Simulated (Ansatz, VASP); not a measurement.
# Cross-check of BaTiO3 between VASP and Ansatz, part 2 of 2

Aim: how closely do two programs agree when they are given the same cell, functional and k mesh?

VASP 6.6.1 and Ansatz 0.2.0.

So far: Set-up; VASP: band structure, B3LYP with an exact-exchange share of 0.2.

The database entry behind the starting cell differs from later determinations by our own check (c/a about 0.6 % short), so it need not match the best structure at ambient conditions.

**3. Ansatz: band structure, B3LYP with an exact-exchange share of 0.2**

Level of this step: Ansatz beside VASP: Kohn-Sham DFT, plane waves, B3LYP (Ansatz).

Ansatz runs on its default PAW (the set named soft_2) files.

The same cell, functional (in two slightly different forms), mesh and smearing now go to Ansatz, which takes its cutoff from its data sets.

Contents of input.yaml:

```yaml
crystal:
  lattice:
    - [3.9998, 0.0, 0.0]
    - [0.0, 3.9998, 0.0]
    - [0.0, 0.0, 4.018]
  atoms:
    - { symbol: Ba, position: [0.0, 0.0, 0.0] }
    - { symbol: Ti, position: [0.5, 0.5, 0.49] }
    - { symbol: O, position: [0.5, 0.5, 0.019] }
    - { symbol: O, position: [0.5, 0.0, 0.517] }
    - { symbol: O, position: [0.0, 0.5, 0.517] }
hamiltonian:
  xc: b3lyp
  pseudopotentials: { kind: paw }
kpoints:
  mp_grid: { grid: [4, 4, 4] }
  band_path:
    path:
      - [0.0, 0.0, 0.0]
      - [0.0, 0.4, 0.0]
      - [0.3, 0.5, 0.0]
      - [0.3, 0.3, 0.0]
      - [0.0, 0.0, 0.1]
      - [0.0, 0.0, 0.5]
      - [0.0, 0.4, 0.5]
      - [0.3, 0.5, 0.5]
      - [0.5, 0.5, 0.5]
      - [0.3, 0.3, 0.5]
      - [0.0, 0.5, 0.1]
      - [0.5, 0.5, 0.0]
      - [0.5, 0.5, 0.5]
    npoints: 1
scf:
  occupations: { method: gaussian, width: 0.02 }
  n_extra_bands: 8
output:
  forces: true
  stress: true
  eigenvalues: true
```

Run with:

```sh
ansatz run input.yaml --threads 4 --pin off --max-ram 9216MiB --backend cpu --events-out ev --progress --plain --runs-dir out
```

Numbers of over 12 decimals in the logs are rounded to 6 here.

What it wrote:

```text
Warning: output.stress: scf.convergence.dr2_threshold = 1e-7 eV (the SCF's general default) is looser than the 5e-10 eV advised for a printed stress (1e-10 eV for each atom of the cell: 5). What an SCF threshold leaves in a stress goes as its square root, and in the free energy as the threshold itself, and one threshold admits the most on a small cell: [figures from the program's tests cut] Set scf.convergence.dr2_threshold to 5e-10 eV or tighter. The threshold is an SCF's pass mark: one that does not reach it within its budget of iterations ends unconverged, or closes short of it on a stop that the run arms, and scf.convergence.dr2_threshold's page says what that costs each kind of run
Warning: output.stress: scf.exx.energy_threshold = 1e-6 eV is looser than the 5e-8 eV advised for a stress under a hybrid functional (1e-8 eV for each atom of the cell: 5). Every SCF of the exchange loop can meet its threshold on dr2 while the loop round them stops early: no threshold on dr2 bounds what that leaves in the stress. Set scf.exx.energy_threshold to 5e-8 eV or tighter. The threshold is the loop's pass mark: a loop that does not reach it within its budget of cycles ends unconverged, and scf.exx.energy_threshold's page has the law
scf.n_extra_bands = 8 over 20 filled bands (N_el = 40.0): the run solves 28 bands
Engine: ansatz 0.2.0, aarch64-unknown-linux-gnu
Pseudopotentials: kind: paw
Pseudopotential: Ba, paw, valence charge 10, recommended cutoff 420 eV (normal), Ba.paw.azcp
Pseudopotential: Ti, paw, valence charge 12, recommended cutoff 420 eV (normal), Ti.paw.azcp
Pseudopotential: O, paw, valence charge 6, recommended cutoff 420 eV (normal), O.paw.azcp
Functional definition: B3LYP
  parameter a0 = 0.2
  parameter ax = 0.72
  parameter ac = 0.81
  exchange = (1 - a0 - ax)*slater_x + ax*b88_x + a0*exact_x
  correlation = (1 - ac)*vwn_rpa_c + ac*lyp_c
Crystal: 5 atoms, lattice volume = 64.282 Å³
Basis set: ecut = 420 eV, 1237 PW (Γ), exchange–correlation on 54×54×54 points (8 copies of the dense FFT grid, shifted against one another)
Bands: 28, of which v1, the nominal top of the filled ones, is band 20 counted from 1 (19 counted from 0)
Symmetry: 8 space group operations
Space group: P4mm (ITA 99), of the structure as read, at distance tolerance 4.0e-5 Å
k-points: 18 of 64 (time reversal used)
Non-local potential: Ba, projectors of the file, l = 0: 3, l = 1: 2, l = 2: 2, l = 3: 2
Non-local potential: Ti, projectors of the file, l = 0: 3, l = 1: 2, l = 2: 3, l = 3: 1
Non-local potential: O, projectors of the file, l = 0: 2, l = 1: 2, l = 2: 1
PAW form: soft (Blöchl's): semilocal exchange-correlation on the pseudo side does not see the compensation charge
PAW frozen core: Ba, regenerated for the run's functional, and the local potential with it (the file was generated under x = pbe(κ = 0.804, μ = 0.219515), c = pbe(β = 0.066725))
PAW frozen core: Ti, regenerated for the run's functional, and the local potential with it (the file was generated under x = pbe(κ = 0.804, μ = 0.219515), c = pbe(β = 0.066725))
PAW frozen core: O, regenerated for the run's functional, and the local potential with it (the file was generated under x = pbe(κ = 0.804, μ = 0.219515), c = pbe(β = 0.066725))
PAW one-centre angular grid: Ba, 194 points (default); XC on 64 Gauss nodes
PAW one-centre angular grid: Ti, 590 points (default); XC on 64 Gauss nodes
PAW one-centre angular grid: O, 110 points (default); XC on 64 Gauss nodes
Initial density: superposition of atomic densities (neutral atoms: chi_scale 0, normalization atom), corrected by the library's trained network
Initial wavefunctions: pseudopotential atomic-orbital guess
Functional: x = 0.1 slater + 0.9 b88, c = 0.19 vwn_rpa + 0.81 lyp, warm-up for x = 0.08 slater + 0.72 b88 + 0.2 exact, c = 0.19 vwn_rpa + 0.81 lyp
SCF iter   1: F=—  HF=-10183.421199 eV  |F-HF|=—  |Δ(HF+E_count)|=         —  Δρ=1.81e-2  dr2=1.53e-1  ethr=1.77e-3  ⟨swp⟩=13.2  Hψ=2565  notcnv=2
preconditioner: auto → none  [insulator: Δε(μ)=1.999 eV  Ē_g=13.286 eV  σ=0.020 eV  W_gap=1.00  n_scr=18 (ndim 8)  ℏωp=26.2 eV  f_vac=0.000  D(μ)=0.00/eV (n_scr^D=0)]
iter 2 solved again at ethr=1.33e-5 eV; its pass at ethr=3.83e-4 eV (dr2=5.31e-3 eV) is discarded
SCF iter   2: F=—  HF=-10183.384049 eV  |F-HF|=—  |Δ(HF+E_count)|=   3.71e-2  Δρ=2.50e-3  dr2=5.47e-3  ethr=1.33e-5  ⟨swp⟩=6.2  Hψ=2863  notcnv=0  defer=17
SCF iter   3: F=—  HF=-10183.383098 eV  |F-HF|=—  |Δ(HF+E_count)|=   9.52e-4  Δρ=1.25e-3  dr2=1.32e-3  ethr=1.33e-5  ⟨swp⟩=3.8  Hψ=1129  notcnv=0  defer=8
SCF iter   4: F=-10183.382968 eV  HF=-10183.382988 eV  |F-HF|=2.08e-5  |Δ(HF+E_count)|=   1.09e-4  Δρ=1.96e-4  dr2=2.76e-5  ethr=3.29e-6  ⟨swp⟩=4.2  Hψ=1129  notcnv=0  defer=7
SCF 1 stopped early in 4 iterations: F = -10183.382968 eV  dr2 = 2.76e-5
  greatest PAW one-centre occupation: 0.999 electrons in one spin orbital (limit 2), on the Ti atom at site 1 (counted from 0), in its partial waves of l = 0
Initial density: handed on by an earlier stage of this run
Initial wavefunctions: those handed on with the density
Functional: x = 0.08 slater + 0.72 b88 + 0.2 exact, c = 0.19 vwn_rpa + 0.81 lyp
Frozen-core exchange: fock
SCF iter   1: F=—  HF=-10187.547942 eV  |F-HF|=—  |Δ(HF+E_count)|=         —  Δρ=2.58e-2  dr2=6.46e-1  ethr=6.90e-7  ⟨swp⟩=10.8  Hψ=2907  notcnv=0
preconditioner: auto → none  [insulator: Δε(μ)=4.338 eV  Ē_g=16.008 eV  σ=0.020 eV  W_gap=1.00  n_scr=18 (ndim 8)  ℏωp=26.2 eV  f_vac=0.000  D(μ)=0.00/eV (n_scr^D=0)]
SCF iter   2: F=—  HF=-10187.539940 eV  |F-HF|=—  |Δ(HF+E_count)|=   8.00e-3  Δρ=3.25e-2  dr2=7.55e-1  ethr=6.90e-7  ⟨swp⟩=8.0  Hψ=2648  notcnv=0  defer=1
SCF iter   3: F=—  HF=-10187.394594 eV  |F-HF|=—  |Δ(HF+E_count)|=   1.45e-1  Δρ=3.59e-3  dr2=7.12e-3  ethr=6.90e-7  ⟨swp⟩=6.6  Hψ=2321  notcnv=0
SCF iter   4: F=—  HF=-10187.411674 eV  |F-HF|=—  |Δ(HF+E_count)|=   1.71e-2  Δρ=1.53e-3  dr2=1.81e-3  ethr=6.90e-7  ⟨swp⟩=5.0  Hψ=1812  notcnv=0
SCF iter   5: F=—  HF=-10187.411295 eV  |F-HF|=—  |Δ(HF+E_count)|=   3.79e-4  Δρ=6.45e-4  dr2=1.67e-4  ethr=6.90e-7  ⟨swp⟩=3.1  Hψ=1292  notcnv=0
[...]
SCF iter   8: F=-10187.411493 eV  HF=-10187.411513 eV  |F-HF|=2.02e-5  |Δ(HF+E_count)|=   3.45e-6  Δρ=5.91e-5  dr2=6.06e-6  ethr=4.16e-8  ⟨swp⟩=3.0  Hψ=942  notcnv=0
SCF 2 stopped early in 8 iterations: F = -10187.411493 eV  dr2 = 6.06e-6
  Residual-converged pass: ⟨swp⟩=4.2  Hψ=1565  notcnv=0  max |occ|·‖R‖ = 6.3e-6 eV (tolerance 6.7e-6 eV)  dr2=5.95e-6  dr2_onsite=2.02e-7  max |Δocc| = 0.0e0
hybrid outer 1: dexx = +2.059e-2 eV, tail = 5.47e-5 eV
Frozen-core exchange: fock
SCF iter   1: F=—  HF=-10187.411122 eV  |F-HF|=—  |Δ(HF+E_count)|=         —  Δρ=1.10e-4  dr2=7.64e-6  ethr=6.84e-7  ⟨swp⟩=4.6  Hψ=1177  notcnv=0
preconditioner: auto → none  [insulator: Δε(μ)=3.559 eV  Ē_g=15.569 eV  σ=0.020 eV  W_gap=1.00  n_scr=18 (ndim 8)  ℏωp=26.2 eV  f_vac=0.000  D(μ)=0.00/eV (n_scr^D=0)]
SCF iter   2: F=—  HF=-10187.411121 eV  |F-HF|=—  |Δ(HF+E_count)|=   4.57e-7  Δρ=4.36e-5  dr2=2.06e-6  ethr=1.34e-8  ⟨swp⟩=3.8  Hψ=1110  notcnv=0
SCF iter   3: F=—  HF=-10187.411122 eV  |F-HF|=—  |Δ(HF+E_count)|=   1.11e-6  Δρ=2.24e-5  dr2=2.03e-7  ethr=4.07e-9  ⟨swp⟩=3.3  Hψ=978  notcnv=0  defer=4
SCF iter   4: F=—  HF=-10187.411122 eV  |F-HF|=—  |Δ(HF+E_count)|=   2.78e-8  Δρ=7.16e-6  dr2=4.11e-8  ethr=4.72e-10  ⟨swp⟩=4.2  Hψ=1156  notcnv=0  defer=8
SCF iter   5: F=—  HF=-10187.411122 eV  |F-HF|=—  |Δ(HF+E_count)|=   8.98e-8  Δρ=5.02e-6  dr2=1.91e-8  ethr=5.64e-11  ⟨swp⟩=4.5  Hψ=1492  notcnv=0  defer=3
SCF iter   6: F=—  HF=-10187.411122 eV  |F-HF|=—  |Δ(HF+E_count)|=   4.13e-9  Δρ=5.48e-7  dr2=1.16e-9  ethr=4.10e-11  ⟨swp⟩=2.1  Hψ=872  notcnv=0  defer=3
SCF iter   7: F=-10187.411122 eV  HF=-10187.411122 eV  |F-HF|=1.83e-9  |Δ(HF+E_count)|=   4.82e-9  Δρ=1.86e-6  dr2=2.07e-9  ethr=1.00e-12  ⟨swp⟩=4.3  Hψ=1302  notcnv=0
SCF 3 converged in 7 iterations: F = -10187.411122 eV  dr2 = 2.07e-9
  Residual-converged pass: ⟨swp⟩=2.8  Hψ=978  notcnv=0  max |occ|·‖R‖ = 7.0e-7 eV (tolerance 7.0e-7 eV)  dr2=2.07e-9  dr2_onsite=1.29e-10  max |Δocc| = 0.0e0
hybrid outer 2: dexx = +1.673e-6 eV, tail = 2.39e-8 eV, Δε = 2.34e-3 eV (about 5.77e-5 eV left of the loop's levels), ΔF = 1.13e-2 eV/Å (tail 1.18e-3)
Frozen-core exchange: fock
SCF iter   1: F=—  HF=-10187.411122 eV  |F-HF|=—  |Δ(HF+E_count)|=         —  Δρ=2.99e-6  dr2=7.75e-9  ethr=2.99e-10  ⟨swp⟩=8.6  Hψ=1322  notcnv=0
preconditioner: auto → none  [insulator: Δε(μ)=3.558 eV  Ē_g=15.568 eV  σ=0.020 eV  W_gap=1.00  n_scr=18 (ndim 8)  ℏωp=26.2 eV  f_vac=0.000  D(μ)=0.00/eV (n_scr^D=0)]
SCF iter   2: F=-10187.411122 eV  HF=-10187.411122 eV  |F-HF|=1.15e-10  |Δ(HF+E_count)|=   1.66e-9  Δρ=7.33e-7  dr2=3.16e-10  ethr=1.69e-11  ⟨swp⟩=3.0  Hψ=899  notcnv=0
SCF 4 converged in 2 iterations: F = -10187.411122 eV  dr2 = 3.16e-10
  Residual-converged pass: ⟨swp⟩=3.4  Hψ=1223  notcnv=0  max |occ|·‖R‖ = 1.0e-6 eV (tolerance 1.0e-6 eV)  dr2=2.73e-10  dr2_onsite=2.78e-11  max |Δocc| = 0.0e0
hybrid outer 3: dexx = +5.751e-10 eV, tail = 7.15e-10 eV, Δε = 1.10e-4 eV (about 2.67e-5 eV left of the loop's levels), ΔF = 5.47e-5 eV/Å (tail 2.24e-4)
NSCF: frozen V_eff on 13 k-points
hybrid SCF converged: 3 outer / 17 inner (+4 warm-up), last move |dexx| = 5.75e-10 eV, tail = 7.15e-10 eV
Stability not checked: this state was not tested for a lower state beside it, because the functional holds exact exchange (a hybrid, or Hartree-Fock), whose exchange loop this test does not read (fock_operator; see scf.lower_state_search)
Free energy (F): -10187.411122 eV
Frozen-core exchange: fock
Harris-Foulkes:  -10187.411122 eV  (|F-HF|=1.15e-10)
Internal energy: -10187.411122 eV  (E = F + TS)
E sigma→0 (E₀):  -10187.411122 eV
Fermi energy:    11.081139 eV
--- Per-component energies (eV) ---
  E_band       = -214.829547
  E_kinetic    = 973.619768
  E_local      = -2102.331518  (includes V_loc(G=0)·N_el)
  E_nonlocal   = 202.189982
  E_hartree    = 820.508493
  E_xc         = -402.347745
  E_vxc        = -444.568005  (∫ρ·V_xc dr)
  E_exx        = -107.084150  (= α·E_x^exact, valence–valence)
  E_paw        = -6755.431724  (= ΣΔE_a)
  E_vpaw       = -270.595700  (= ΣTr[D̂ρ^β])
  E_aug_tail   = 0.007552  (compensation charges beyond the density's cutoff)
  E_ewald      = -2816.377938
  E_core_change = -0.163838  (= ΣΔE_core)
  E_smearing   = -0.000000  (= −TS)
  E_closure    = -0.000004  (closes the sum)
  Σ components = -10187.411122   (vs F -10187.411122, Δ=0.00e0)
--- Forces (eV/Å), atoms counted from 1 ---
  atom   1  Ba     0.00000000     0.00000000     0.04303653
  atom   2  Ti    -0.00000000     0.00000000    -0.32174102
  atom   3  O      0.00000000     0.00000000     0.53138459
  atom   4  O     -0.00000000     0.00000000    -0.12635641
  atom   5  O     -0.00000000    -0.00000000    -0.12635641
  max |Σ_I F_I| component: 3.27e-5 eV/Å
--- Stress (GPa, compression-positive) ---
        2.191740       0.000000       0.000000
        0.000000       2.191740       0.000000
        0.000000       0.000000       2.961626
  P = ⅓ Tr σ = 2.4484 GPa (24.484 kbar)
--- Band table (eV; the first three rows and the last of 18) ---
  k-point 0: bands = [... 16 lower, 8.1085, 9.0462, 9.0838, 9.0838, 12.8600, 13.0634, 13.0634, 14.9527, ... 4 higher]
  k-point 1: bands = [... 16 lower, 7.7173, 8.0231, 8.8345, 8.8345, 12.9244, 13.9389, 13.9389, 14.9535, ... 4 higher]
  k-point 2: bands = [... 16 lower, 7.3184, 7.3759, 8.6219, 8.6219, 12.9912, 14.7258, 14.7258, 14.9555, ... 4 higher]
  k-point 17: bands = [... 16 lower, 6.8573, 9.2131, 9.2131, 9.3023, 15.4221, 15.4221, 15.4392, 17.9803, ... 4 higher]
```

Run time: 1.9 min. Hardware: 4 threads of Arm Neoverse N1, shared host; peak memory 1.4 GiB.

Reading the cycles: dr2 is the Hartree energy of the density residual (eV), the measure of convergence; HF is the Harris–Foulkes estimate of the energy, which meets the free energy F at convergence.

**4. Differences**

Known differences besides the potentials themselves: exact exchange at q = 0 is treated differently, which shows on coarse meshes; VASP keeps PBE cores, Ansatz makes them for the functional; the cutoff is 420 eV in Ansatz and 520 eV in VASP; VASP's log shows a relativistic correction to its local exchange, Ansatz's none; VASP takes a coarser grid for exact exchange (PRECFOCK = Fast). Total energies have different zeros and are not compared.

Both answers:

```
                     quantity  Ansatz   VASP  difference
gap over the path points (eV)   3.558  3.491      +0.066
```

Forces (eV/Å; atoms numbered as in POSCAR):

```
atom        Ansatz x, y, z          VASP x, y, z
 Ba1   0.000, 0.000, 0.043   0.000, 0.000, 0.077
 Ti2  0.000, 0.000, -0.322  0.000, 0.000, -0.252
  O3   0.000, 0.000, 0.531   0.000, 0.000, 0.457
  O4  0.000, 0.000, -0.126  0.000, 0.000, -0.141
  O5  0.000, 0.000, -0.126  0.000, 0.000, -0.141
```

Levels at points of the path, from each program's valence-band top (eV; 4 filled, then empty):

```
k (reciprocal lattice)                                  Ansatz                                    VASP
     0.000 0.000 0.000  -1.19 -0.26 -0.22 -0.22 3.56 3.76 3.76  -1.18 -0.29 -0.26 -0.26 3.49 3.70 3.70
     0.000 0.400 0.000  -1.85 -1.69 -0.87 -0.79 3.87 5.21 5.22  -1.86 -1.72 -0.92 -0.83 3.83 5.16 5.17
     0.300 0.500 0.000  -1.61 -1.31 -1.10 -0.32 4.83 5.41 5.65  -1.65 -1.35 -1.14 -0.36 4.78 5.34 5.58
     0.300 0.300 0.000  -1.75 -1.13 -1.08 -0.39 4.73 4.91 5.27  -1.80 -1.17 -1.10 -0.43 4.68 4.85 5.20
     0.000 0.000 0.100  -1.27 -0.50 -0.27 -0.27 3.57 3.94 3.94  -1.27 -0.53 -0.31 -0.31 3.51 3.88 3.88
     0.000 0.000 0.500  -1.98 -1.93 -0.68 -0.68 3.69 5.42 5.42  -2.02 -1.98 -0.72 -0.72 3.65 5.37 5.37
     0.000 0.400 0.500  -1.71 -1.00 -0.93 -0.20 5.25 5.44 5.80  -1.74 -1.03 -0.96 -0.24 5.19 5.38 5.73
     0.300 0.500 0.500  -2.48 -0.44 -0.38 -0.11 5.84 5.85 6.04  -2.54 -0.46 -0.39 -0.12 5.78 5.79 5.97
     0.500 0.500 0.500   -2.44 -0.09 -0.09 0.00 6.12 6.12 6.14   -2.50 -0.09 -0.09 0.00 6.06 6.06 6.08
     0.300 0.300 0.500  -2.36 -0.69 -0.50 -0.39 5.47 5.75 5.78  -2.41 -0.71 -0.54 -0.40 5.42 5.69 5.71
```

The forces differ by 28 meV/Å r.m.s., which is 19.3 % of the r.m.s. force of 0.15 eV/Å (both taken over all components). Among the levels compared at these points, filled levels agree within 58 meV and empty ones within 73 meV.

**5. Other set-ups**

Further runs change the set-up of one program: Ansatz's method, potentials or start, or VASP's data sets, cutoff or form of LDA. The table gives Ansatz less VASP for each quantity, since a change that brings one quantity closer may part another.

```
                                        run  r.m.s. force difference (meV/Å)  gap over the path points (eV)
                                   as above                               28                          0.066
                       cores kept as stored                               27                          0.064
    Ansatz's larger PAW set (cutoff 910 eV)                               21                          0.061
norm-conserving potentials (cutoff 1240 eV)                               11                          0.067
```

**6. Summary of results**

```json
{"r.m.s. force difference (band structure, B3LYP with an exact-exchange share of 0.2)": "28 meV/Å", "difference in gap over the path points (band structure, B3LYP with an exact-exchange share of 0.2)": "0.066 eV"}
```

In words: The r.m.s. force difference is 28 meV/Å (band structure, B3LYP with an exact-exchange share of 0.2), beyond the 12 meV/Å picked in this series as the mark of a large difference. Band structure, B3LYP with an exact-exchange share of 0.2, norm-conserving potentials (cutoff 1240 eV): r.m.s. force difference goes from 28 to 11 meV/Å. How closely two codes agree says nothing of how well the functional describes the real material.

[Lines on the potential files, build, host, timing and source positions are cut from VASP's logs without a mark.]

[Logs are printed without paths, hosts, clocks, repeated set-up lines and the standing remarks that a program may print on its own settings, such as how far it seeks lower states.]

[Hosts, paths, dates, database ids (printed as entryN), source tags and the programs' standing remarks are cut or masked in the printed files.]
